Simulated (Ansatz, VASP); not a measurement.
**Sb (Antimony) in two plane-wave programs**

One calculation is typed for both programs; each brings its own data sets. How far apart do they land? The cell is taken from a series of runs on this material, whose earlier steps may have relaxed, scaled, displaced or heated it; both programs get it as it stands.

Program: Ansatz 0.2.0. Level of theory: plane waves, with VASP 6.6.1 beside it; relaxation of cell and atoms at PBE. Results are calculated unless marked as measured.

### 1. The starting structure

It takes space group R-3m (No. 166, trigonal). The conventional cell has a = 4.379 Å, b = 4.379 Å, c = 11.521 Å, α = 90.00°, β = 90.00°, γ = 120.00°. Sb has 3 Sb at 2.95 Å nearest.

### 2. Ansatz: relaxation of cell and atoms, PBE

Ansatz runs on its PAW soft_1 files.

The relaxed volume is the usual yardstick between codes: in a stiff, nearly cubic crystal its relative difference is about their pressure difference at one cell divided by the bulk modulus.

input.yaml reads:

```yaml
crystal:
  lattice:
    - [2.1893987662, 1.2640499671, 3.8402632171]
    - [-2.1893987662, 1.2640499671, 3.8402632171]
    - [0.0, -2.5280999341, 3.8402632171]
  atoms:
    - { symbol: Sb, position: [0.2325871076, 0.2325871076, 0.2325871076] }
    - { symbol: Sb, position: [0.7674128924, 0.7674128924, 0.7674128924] }
kpoints:
  mp_grid: { grid: [9, 9, 9] }
hamiltonian:
  xc: pbe
  pseudopotentials: { kind: paw, azcp: { folder: soft_1 } }
scf:
  occupations: { method: gaussian, width: 0.01 }
output:
  forces: true
  stress: true
  eigenvalues: true
relax:
  adjacent_minimum: "off"
  f_tol: 0.005
  max_steps: 80
  cell: { stress_tol: 0.05 }
```

Launch:

```console
> ansatz run input.yaml --threads 16 --pin off --max-ram 122880MiB --backend cuda --events-out ev --progress --plain --runs-dir out
```

Numbers of over 12 decimals in the logs are rounded to 6 here.

The log of the run:

```text
Engine: ansatz 0.2.0, aarch64-unknown-linux-gnu
Pseudopotentials: kind: paw
Pseudopotential: Sb, paw, valence charge 15, recommended cutoff 420 eV (normal), soft_1/Sb.paw.azcp
Functional definition: PBE
  parameter kappa = 0.804
  parameter beta = 0.066725
  exchange = pbe_x(kappa = kappa, mu = beta*pi^2/3)
  correlation = pbe_c(beta = beta)
device memory: the entry about to start is reckoned to put 2.5 GiB on a device that reports 182.5 GiB free
GPU FFT provider: cuFFT
GPU libraries: cuBLAS 13.8.1, cuFFT 12.4.0, cuSOLVER 12.3.2
GPU matrix products: emulated (plane waves: as basis.precision tells), large ones in fixed point in workspaces of 1.00 GiB
Crystal: 2 atoms, lattice volume = 63.768 Å³
Basis set: ecut = 420 eV, 1273 PW (Γ), exchange–correlation on 64×64×64 points (8 copies of the dense FFT grid, shifted against one another)
Bands: 19, of which v1, the nominal top of the filled ones, is band 15 counted from 1 (14 counted from 0)
Symmetry: 12 space group operations
Space group: R-3m (ITA 166), of the structure as read, at distance tolerance 4.0e-5 Å
k-points: 85 of 729
Non-local potential: Sb, projectors of the file, l = 0: 2, l = 1: 2, l = 2: 2, l = 3: 1
PAW form: soft (Blöchl's): semilocal exchange-correlation on the pseudo side does not see the compensation charge
PAW one-centre angular grid: Sb, 590 points (default); XC on 64 Gauss nodes
Initial density: superposition of atomic densities (chi_scale 0.1, normalization cell)
Initial wavefunctions: pseudopotential atomic-orbital guess
GPU buffer pool allocated for 32768 grid points (all kernels)
GPU transforms: local potential and band sums: pruned to the plane-wave sphere, on 32×32×32
Functional: x = pbe(κ = 0.804, μ = 0.219515), c = pbe(β = 0.066725)
SCF iter   1: F=—  HF=-12969.150030 eV  |F-HF|=—  |Δ(HF+E_count)|=         —  Δρ=1.44e-2  dr2=1.01e-1  ethr=3.10e-3  ⟨swp⟩=7.0  Hψ=9033  notcnv=0
preconditioner: auto → none  [insulator: Δε(μ)=0.166 eV  Ē_g=8.425 eV  σ=0.010 eV  W_gap=1.00  n_scr=14 (ndim 8)  ℏωp=14.7 eV  f_vac=0.000  D(μ)=0.00/eV (n_scr^D=0)  ε∞_Penn≈4.0]
SCF iter   2: F=—  HF=-12969.152291 eV  |F-HF|=—  |Δ(HF+E_count)|=   2.26e-3  Δρ=7.28e-3  dr2=2.43e-2  ethr=3.36e-4  ⟨swp⟩=2.0  Hψ=2666  notcnv=0
SCF iter   3: F=—  HF=-12969.154922 eV  |F-HF|=—  |Δ(HF+E_count)|=   2.63e-3  Δρ=4.65e-4  dr2=2.39e-4  ethr=8.11e-5  ⟨swp⟩=2.0  Hψ=2007  notcnv=0
SCF iter   4: F=—  HF=-12969.154925 eV  |F-HF|=—  |Δ(HF+E_count)|=   2.70e-6  Δρ=2.77e-4  dr2=4.19e-5  ethr=7.96e-7  ⟨swp⟩=2.0  Hψ=3224  notcnv=0
SCF iter   5: F=—  HF=-12969.154987 eV  |F-HF|=—  |Δ(HF+E_count)|=   6.25e-5  Δρ=9.48e-5  dr2=4.30e-6  ethr=1.40e-7  ⟨swp⟩=3.0  Hψ=2922  notcnv=0
SCF iter   6: F=—  HF=-12969.154986 eV  |F-HF|=—  |Δ(HF+E_count)|=   1.01e-6  Δρ=2.00e-5  dr2=2.07e-7  ethr=1.43e-8  ⟨swp⟩=2.0  Hψ=2890  notcnv=0
SCF iter   7: F=-12969.154986 eV  HF=-12969.154986 eV  |F-HF|=5.58e-10  |Δ(HF+E_count)|=   2.18e-9  Δρ=2.32e-6  dr2=2.56e-9  ethr=3.33e-10  ⟨swp⟩=6.0  Hψ=7370  notcnv=0
SCF 1 converged in 7 iterations: F = -12969.154986 eV  dr2 = 2.56e-9
  greatest PAW one-centre occupation: 0.996 electrons in one spin orbital (limit 2), on the Sb atom at site 1 (counted from 0), in its partial waves of l = 2
relax step   1: F+E_penalty+E_count = -12969.15498611 eV  Δ(F+E_penalty+E_count) = +0.000e0 eV  max|allowed force component| = 1.714e-3 eV/Å  Δτ_max = 0.0000 Å  P = +0.020 GPa  Ω = 63.768 Å³  (7 SCF iters, dr2 threshold 1.00e-7 eV, accepted)
device memory: the entry about to start is reckoned to put 2.5 GiB on a device that reports 182.5 GiB free
GPU FFT provider: cuFFT
GPU libraries: cuBLAS 13.8.1, cuFFT 12.4.0, cuSOLVER 12.3.2
GPU matrix products: emulated (plane waves: as basis.precision tells), large ones in fixed point in workspaces of 1.00 GiB
Initial density: handed on by an earlier stage of this run
Initial wavefunctions: pseudopotential atomic-orbital guess (no wavefunctions were taken with the density)
GPU buffer pool allocated for 32768 grid points (all kernels)
GPU transforms: local potential and band sums: pruned to the plane-wave sphere, on 32×32×32
iter 1 solved again at ethr=9.38e-8 eV; its pass at ethr=3.10e-3 eV (dr2=2.81e-5 eV) is discarded
SCF iter   1: F=—  HF=-12969.154910 eV  |F-HF|=—  |Δ(HF+E_count)|=         —  Δρ=2.33e-6  dr2=2.51e-9  ethr=9.38e-8  ⟨swp⟩=4.3  Hψ=14738  notcnv=0
eigensolver tolerance schedule: the retry pair's looser diagonalisation over-reported the residual by 11223.99 of it (diagonalisation noise at 0.51 of the residual, at the tolerance the schedule requests for it); recorded, not acted on — ethr = c·dr2/N_el stays at c = 1.0e-1
preconditioner: auto → none  [insulator: Δε(μ)=0.165 eV  Ē_g=8.422 eV  σ=0.010 eV  W_gap=1.00  n_scr=14 (ndim 8)  ℏωp=14.7 eV  f_vac=0.005  D(μ)=0.00/eV (n_scr^D=0)  ε∞_Penn≈4.0]
SCF iter   2: F=—  HF=-12969.154986 eV  |F-HF|=—  |Δ(HF+E_count)|=   7.58e-5  Δρ=9.48e-7  dr2=2.63e-10  ethr=8.36e-12  ⟨swp⟩=2.8  Hψ=3146  notcnv=0
SCF iter   3: F=—  HF=-12969.154986 eV  |F-HF|=—  |Δ(HF+E_count)|=  2.33e-10  Δρ=4.74e-7  dr2=6.27e-11  ethr=1.00e-12  ⟨swp⟩=2.0  Hψ=1935  notcnv=0
iter 4 did not close the SCF: its close was put off for the readings that it lacked (scf_convergence_deferred on its scf_iter line)
SCF iter   4: F=-12969.154986 eV  HF=-12969.154986 eV  |F-HF|=0.00e0  |Δ(HF+E_count)|=  8.00e-11  Δρ=4.22e-8  dr2=1.03e-12  ethr=1.00e-12  ⟨swp⟩=1.9  Hψ=1778  notcnv=0
iter 5 did not close the SCF: its close was put off for the readings that it lacked (scf_convergence_deferred on its scf_iter line)
SCF iter   5: F=-12969.154986 eV  HF=-12969.154986 eV  |F-HF|=1.82e-12  |Δ(HF+E_count)|=    0.00e0  Δρ=8.40e-9  dr2=2.33e-14  ethr=1.00e-12  ⟨swp⟩=1.0  Hψ=1615  notcnv=0
iter 6 did not close the SCF: its close was put off for the readings that it lacked (scf_convergence_deferred on its scf_iter line)
SCF iter   6: F=-12969.154986 eV  HF=-12969.154986 eV  |F-HF|=7.28e-12  |Δ(HF+E_count)|=  7.28e-12  Δρ=1.68e-9  dr2=2.04e-15  ethr=1.00e-12  ⟨swp⟩=1.0  Hψ=1615  notcnv=0
iter 7 did not close the SCF: its close was put off for the readings that it lacked (scf_convergence_deferred on its scf_iter line)
SCF iter   7: F=-12969.154986 eV  HF=-12969.154986 eV  |F-HF|=3.64e-12  |Δ(HF+E_count)|=  3.64e-12  Δρ=4.02e-10  dr2=1.14e-16  ethr=1.00e-12  ⟨swp⟩=1.0  Hψ=1615  notcnv=0
SCF iter   8: F=-12969.154986 eV  HF=-12969.154986 eV  |F-HF|=1.82e-12  |Δ(HF+E_count)|=  1.82e-12  Δρ=1.18e-10  dr2=9.40e-18  ethr=1.00e-12  ⟨swp⟩=2.2  Hψ=4048  notcnv=0
SCF 2 converged in 8 iterations: F = -12969.154986 eV  dr2 = 9.40e-18
  greatest PAW one-centre occupation: 0.996 electrons in one spin orbital (limit 2), on the Sb atom at site 0 (counted from 0), in its partial waves of l = 2
relax step   2: F+E_penalty+E_count = -12969.15498612 eV  Δ(F+E_penalty+E_count) = -2.590e-9 eV  max|allowed force component| = 1.708e-3 eV/Å  Δτ_max = 0.0000 Å  P = +0.020 GPa  Ω = 63.768 Å³  stress off target by 3.28e-2 GPa  SCF on the basis re-selected at this cell (its energy is not comparable with the rows above)  (8 SCF iters)
basis re-selected at this cell: Δ(F+E_penalty+E_count) = -2.590e-9 eV, ΔP = -0.000 GPa vs the last step (what re-selecting the basis moved, of the pressure what is left beyond the Pulay correction that the steps carried, after the strain that the cell walked since its last selection, with what the two solves' SCF thresholds leave and, on support functions, any second-order correction that the steps lacked; it is no m [...]
SCF converged after 8 iterations
Free energy (F): -12969.154986 eV
Harris-Foulkes:  -12969.154986 eV  (|F-HF|=1.82e-12)
Internal energy: -12969.154986 eV  (E = F + TS)
E sigma→0 (E₀):  -12969.154986 eV
Fermi energy:    9.432090 eV
--- Per-component energies (eV) ---
  E_band       = -353.297911
  E_kinetic    = 323.883425
  E_local      = -3253.405735  (includes V_loc(G=0)·N_el)
  E_nonlocal   = 778.916377
  E_hartree    = 1345.426985
  E_xc         = -197.182229
  E_vxc        = -180.781668  (∫ρ·V_xc dr)
  E_paw        = -9086.486213  (= ΣΔE_a)
  E_vpaw       = -712.764556  (= ΣTr[D̂ρ^β])
  E_aug_tail   = 0.000275  (compensation charges beyond the density's cutoff)
  E_ewald      = -2880.307872
  E_smearing   = -0.000000  (= −TS)
  E_closure    = 0.000000  (closes the sum)
  Σ components = -12969.154986   (vs F -12969.154986, Δ=0.00e0)
--- Forces (eV/Å), atoms counted from 1 ---
  atom   1  Sb     0.00000000     0.00000000     0.00170825
  atom   2  Sb     0.00000000    -0.00000000    -0.00170825
  max |Σ_I F_I| component: 9.25e-18 eV/Å
--- Stress (GPa, compression-positive) ---
        0.013290       0.000000      -0.000000
       -0.000000       0.013290       0.000000
        0.000000       0.000000       0.032800
  P = ⅓ Tr σ = 0.0198 GPa (0.198 kbar)
--- Band table (eV; the first three rows and the last of 85) ---
  k-point 0: bands = [... 11 lower, 4.4140, 7.5585, 7.7961, 7.7961, 11.4676, 12.0806, 12.0806, 14.7260]
  k-point 1: bands = [... 11 lower, 3.9260, 7.5926, 7.7615, 7.9439, 11.4092, 11.7387, 11.8005, 14.2320]
  k-point 2: bands = [... 11 lower, 2.8299, 7.5847, 7.6900, 8.2916, 10.8666, 11.0728, 11.1543, 14.3174]
  k-point 84: bands = [... 11 lower, 0.8512, 6.8332, 7.8485, 8.8479, 10.2404, 10.2741, 11.8281, 15.8659]
--- Relaxed structure (1 steps of the walk, 1 accepted, 1 SCFs on fresh bases) ---
  F+E_penalty+E_count = -12969.15498612 eV   max|allowed force component| = 1.708e-3 eV/Å   (the final SCF, on the basis selected at the relaxed cell)
  cell:  # Å, volume = 63.7678 Å³
    - [2.189399, 1.264050, 3.840263]
    - [-2.189399, 1.264050, 3.840263]
    - [0.0, -2.528100, 3.840263]
  atoms:
    - { symbol: Sb, position: [0.232587, 0.232587, 0.232587] }
    - { symbol: Sb, position: [0.7674128924, 0.7674128924, 0.767413] }
```

In the SCF lines HF is the Harris–Foulkes energy and dr2 the Hartree energy of the density residual, in eV; the loop may stop once dr2 is under the threshold and the program's other checks hold. Hψ counts applications of the Hamiltonian.

### 3. VASP: relaxation of cell and atoms, PBE

The same cell, functional, mesh and smearing now go to VASP, with its own data sets.

Lines of VASP's logs that name or quote its potential files are left out, and so is its time.

INCAR reads:

```
SYSTEM = Sb
PREC = Accurate
ENCUT = 500
EDIFF = 1E-07
NELM = 120
ISMEAR = 0
SIGMA = 0.01
LREAL = .FALSE.
ALGO = Normal
GGA = PE
NBANDS = 11
LORBIT = 11
LWAVE = .FALSE.
LCHARG = .FALSE.
ISIF = 3
IBRION = 2
NSW = 80
EDIFFG = -0.005
LASPH = .TRUE.
GGA_COMPAT = .FALSE.
NELMIN = 4
EFERMI = MIDGAP
```

POSCAR reads:

```
Sb
1.0
    2.1893990000      1.2640500000      3.8402630000
   -2.1893990000      1.2640500000      3.8402630000
    0.0000000000     -2.5281000000      3.8402630000
Sb
2
Direct
    0.2325871084      0.2325871084      0.2325871084
    0.7674129784      0.7674129784      0.7674129784
```

KPOINTS reads:

```
Automatic mesh
0
Gamma
9 9 9
0 0 0
```

Potentials, in the order of the species: Sb (PBE family, release 64).

Launch:

```console
> mpirun -np 1 vasp_std
```

The log of the run:

```text
[banner, memory and clock lines left out]
running    1 mpi-ranks, on    1 nodes
 distrk:  each k-point on    1 cores,    1 groups
 distr:  one band on    1 cores,    1 groups

 POSCAR found type information on POSCAR Sb
 POSCAR found :  1 types and       2 ions
 LDA part: xc-table for (Slater+PW92), standard interpolation
 POSCAR, INCAR and KPOINTS ok, starting setup
 FFT: planning ... GRIDC
 FFT: planning ... GRID_SOFT
 FFT: planning ... GRID
 WAVECAR not read
 entering main loop
       N       E                     dE             d eps       ncg     rms          rms(c)
DAV:   1     0.350883492080E+02    0.35088E+02   -0.34916E+03  1870   0.688E+02
DAV:   2    -0.638654921498E+01   -0.41475E+02   -0.40529E+02  2475   0.108E+02
DAV:   3    -0.826356403854E+01   -0.18770E+01   -0.18573E+01  2285   0.268E+01
DAV:   4    -0.828155014867E+01   -0.17986E-01   -0.17983E-01  2091   0.305E+00
DAV:   5    -0.828177098378E+01   -0.22084E-03   -0.22083E-03  2158   0.383E-01    0.280E+00
DAV:   6    -0.828143528830E+01    0.33570E-03   -0.25154E-03  2101   0.363E-01    0.169E+00
DAV:   7    -0.828129473311E+01    0.14056E-03   -0.60665E-03  2041   0.555E-01    0.847E-02
DAV:   8    -0.828141832360E+01   -0.12359E-03   -0.19844E-04  2143   0.905E-02    0.251E-02
DAV:   9    -0.828145029733E+01   -0.31974E-04   -0.47654E-05  2017   0.444E-02    0.502E-03
DAV:  10    -0.828145089964E+01   -0.60231E-06   -0.53724E-06  2190   0.129E-02    0.154E-03
DAV:  11    -0.828145095389E+01   -0.54257E-07   -0.46542E-07  2068   0.471E-03
   1 F= -.82814510E+01 E0= -.82814510E+01  d E =-.828145E+01
[...]
2 F= -.82815282E+01 E0= -.82815282E+01  d E =-.772572E-04
[...]
3 F= -.82815285E+01 E0= -.82815285E+01  d E =-.775654E-04
[...]
4 F= -.82815832E+01 E0= -.82815832E+01  d E =-.547297E-04
[...]
5 F= -.82816055E+01 E0= -.82816055E+01  d E =-.769680E-04
[...]
6 F= -.82816060E+01 E0= -.82816060E+01  d E =-.774407E-04
[...]
7 F= -.82816182E+01 E0= -.82816182E+01  d E =-.121901E-04
 trial-energy change:   -0.000012  1 .order   -0.000012   -0.000016   -0.000009
 step:   2.9430(harm=  2.9430)  dis= 0.00056  next Energy=    -8.281625 (dE=-0.187E-04)
 bond charge predicted
       N       E                     dE             d eps       ncg     rms          rms(c)
DAV:   1    -0.828162853642E+01   -0.10435E-04   -0.88657E-04  2059   0.155E-01    0.126E-02
DAV:   2    -0.828162619206E+01    0.23444E-05   -0.31950E-05  1993   0.383E-02    0.777E-03
DAV:   3    -0.828162425987E+01    0.19322E-05   -0.82724E-06  2110   0.143E-02    0.140E-03
DAV:   4    -0.828162433627E+01   -0.76399E-07   -0.58614E-07  2047   0.494E-03
   8 F= -.82816243E+01 E0= -.82816243E+01  d E =-.183763E-04
 curvature:  -1.87 expect dE=-0.143E-06 dE for cont linesearch -0.402E-09
 trial: gam= 0.01498 g(F)=  0.118E-07 g(S)=  0.646E-07 ort =-0.590E-07 (trialstep = 0.157E+01)
 search vector abs. value=  0.784E-07
 reached required accuracy - stopping structural energy minimisation
```

Parts of OUTCAR (step 3):

```text
ion  position               nearest neighbor table
   1  0.233  0.233  0.233-   2 2.95   2 2.95   2 2.95   2 3.43   2 3.43   2 3.43
   2  0.767  0.767  0.767-   1 2.95   1 2.95   1 2.95   1 3.43   1 3.43   1 3.43

  LATTYP: Found a trigonal (rhomboedric) cell.
 ALAT       =     4.5977070691
 COS(alpha) =     0.5464791785

 Subroutine GETGRP returns: Found 12 space group operations
 (whereof 12 operations were pure point group operations)

The static configuration has the point symmetry D_3d.

 Found     85 irreducible k-points:

   k-points           NKPTS =     85   k-points in BZ     NKDIM =     85   number of bands    NBANDS=     11

   dimension x,y,z NGX =    36 NGY =   36 NGZ =   36
   dimension x,y,z NGXF=    72 NGYF=   72 NGZF=   72

   ENCUT  =  500.0 eV  36.75 Ry    6.06 a.u.   8.38  8.38  8.38*2*pi/ulx,y,z

   NELECT =      10.0000    total number of electrons

 k-points in reciprocal lattice and weights: Automatic mesh
   0.00000000  0.00000000  0.00000000       0.001
   0.11111111  0.00000000 -0.00000000       0.008
   0.22222222  0.00000000 -0.00000000       0.008
   0.33333333  0.00000000 -0.00000000       0.008
   0.44444444  0.00000000 -0.00000000       0.008
   0.11111111  0.11111111 -0.00000000       0.008
   0.22222222  0.11111111 -0.00000000       0.016
   0.33333333  0.11111111 -0.00000000       0.016
   0.44444444  0.11111111 -0.00000000       0.016
[...]
0.44444444  0.44444444  0.44444444       0.003
  -0.44444444  0.44444444  0.44444444       0.008

 average (electrostatic) potential at core
       1 -86.4638       2 -86.4638

 E-fermi :   6.5771

 k-point     1 :       0.0000    0.0000    0.0000
  band No.  band energies     occupation
      1      -5.6899      2.00000
      2       1.5863      2.00000
      3       4.7104      2.00000
      4       4.9397      2.00000
      5       4.9397      2.00000
      6       8.6337      0.00000
      7       9.2390      0.00000
      8       9.2390      0.00000
      9      11.7947      0.00000
     10      11.7947      0.00000
    ...

 k-point     2 :       0.1111    0.0000   -0.0000
  band No.  band energies     occupation
      1      -5.5609      2.00000
      2       1.0906      2.00000
      3       4.7445      2.00000
      4       4.9072      2.00000
      5       5.0992      2.00000
      6       8.5650      0.00000
      7       8.8951      0.00000
      8       8.9515      0.00000
      9      11.3301      0.00000
     10      11.7180      0.00000
    ...

 k-point     3 :       0.2222    0.0000   -0.0000
  band No.  band energies     occupation
      1      -5.1772      2.00000
      2      -0.0159      2.00000
      3       4.7446      2.00000
      4       4.8416      2.00000
      5       5.4539      2.00000
      6       8.0234      0.00000
      7       8.2111      0.00000
      8       8.2929      0.00000
      9      11.4304      0.00000
     10      11.9707      0.00000
    ...

  Total       -0.0009931     -0.0009931     -0.0008392      0.0000000     -0.0000000      0.0000000
  in kB       -0.0249977     -0.0249977     -0.0211218      0.0000000     -0.0000000      0.0000000
  external PRESSURE =      -0.0237057 kB  Pullay stress =       0.0000000 kB

  energy-cutoff  :      500.00
  volume of cell :       63.65
      direct lattice vectors                 reciprocal lattice vectors
     2.190174147  1.264497531  3.830671138     0.228292349  0.131804660  0.087016954
    -2.190174147  1.264497531  3.830671138    -0.228292349  0.131804660  0.087016954
     0.000000000 -2.528995062  3.830671138     0.000000000 -0.263609319  0.087016954

 POSITION                                       TOTAL-FORCE (eV/Angst)
 -----------------------------------------------------------------------------------
      0.00000      0.00000      2.67804         0.000000      0.000000     -0.000350
      0.00000      0.00000      8.81397         0.000000      0.000000      0.000350
 -----------------------------------------------------------------------------------
    total drift:                                0.000000      0.000000     -0.000170

  FREE ENERGIE OF THE ION-ELECTRON SYSTEM (eV)
  ---------------------------------------------------
  free  energy   TOTEN  =        -8.2816243363 eV

  energy  without entropy=       -8.2816243363  energy(sigma->0) =       -8.28162434

 reached required accuracy - stopping structural energy minimisation

 total charge
# of ion       s       p       d       tot
------------------------------------------
    1        1.217   1.129   0.031   2.377
    2        1.217   1.129   0.031   2.377
--------------------------------------------------
tot          2.434   2.257   0.062   4.754

[... 3 further parts left out ...]
```

### 4. Side by side

Known differences besides the potentials themselves: the data sets hold 30 valence electrons in Ansatz (on its PAW soft_1 files) and 10 in VASP; the cutoff is 420 eV in Ansatz and 500 eV in VASP; Ansatz adds a Pulay correction to the stress that steers its cell, VASP none. Total energies have different zeros and are not compared.

Compared:

| quantity | Ansatz | VASP | difference |
| --- | --- | --- | --- |
| volume (Å³) | 63.77 | 63.65 | +0.18 % |
| edge a after relaxation, in the typed setting (Å) | 4.598 | 4.590 | +0.16 % |

### 5. Results

| Quantity | Value |
| --- | --- |
| difference in volume (relaxation of cell and atoms, PBE) | 0.18 % |

The difference in volume is 0.18 % (relaxation of cell and atoms, PBE), within the 1.2 % picked in this series as the mark of a large difference, as far as the stopping tolerances let one tell. The data sets hold unlike numbers of valence electrons (30 in Ansatz and 10 in VASP), so part of the differences comes from the potentials. Such differences can come from data sets, numerical settings and the points named under the comparisons, not from the functional's error against experiment.

[Lines on the potential files, build, host, timing and source positions are cut from VASP's logs without a mark.]

[Logs are printed without paths, hosts, clocks, repeated set-up lines and the standing remarks that a program may print on its own settings, such as how far it seeks lower states.]

[Hosts, paths, dates, database ids (printed as entryN), source tags and the programs' standing remarks are cut or masked in the printed files.]
